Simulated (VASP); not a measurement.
A convergence study with VASP on W (space group Im-3m): a few settings are varied, all else stays as given below, so the limit is that of these other settings.

```xyz
1
Lattice="-1.5721 1.5721 1.5721 1.5721 -1.5721 1.5721 1.5721 1.5721 -1.5721" Properties=species:S:1:pos:R:3 pbc="T T T"
W      0.0000     0.0000     0.0000
```

Computed with PBE GGA, VASP's PBE PAW potentials (set 64) (plane waves; VASP). The last row used: 300 eV cut-off, 15×15×15 Γ-centred mesh, Fermi-Dirac smearing of 0.10 eV, potentials W_sv.

| setting | E (eV/atom) | pressure (GPa) | irreducible k-points |
|---|---|---|---|
| NBANDS = 7 | -12.6937 | 16.43 | 120 |
| NBANDS = 8 | -12.9268 | 12.13 | 120 |
| NBANDS = 9 | -12.9267 | 12.11 | 120 |
| NBANDS = 10 | -12.9267 | 12.11 | 120 |
| NBANDS = 11 | -12.9267 | 12.11 | 120 |
| NBANDS = 13 | -12.9267 | 12.11 | 120 |
| NBANDS = 17 | -12.9267 | 12.11 | 120 |
| NBANDS = 23 | -12.9267 | 12.11 | 120 |
| NBANDS = 39 | -12.9267 | 12.11 | 120 |

VASP warned of too few bands at NBANDS = 7; NBANDS = 8; NBANDS = 9.

Left out are rungs that failed or repeat a setting and relaxations that didn't move; long series are thinned to 24 rows.

The structure is a typed W crystal (space group no. 229). The cell was not relaxed at this level. VASP warned that the highest band is occupied, so more bands are needed.
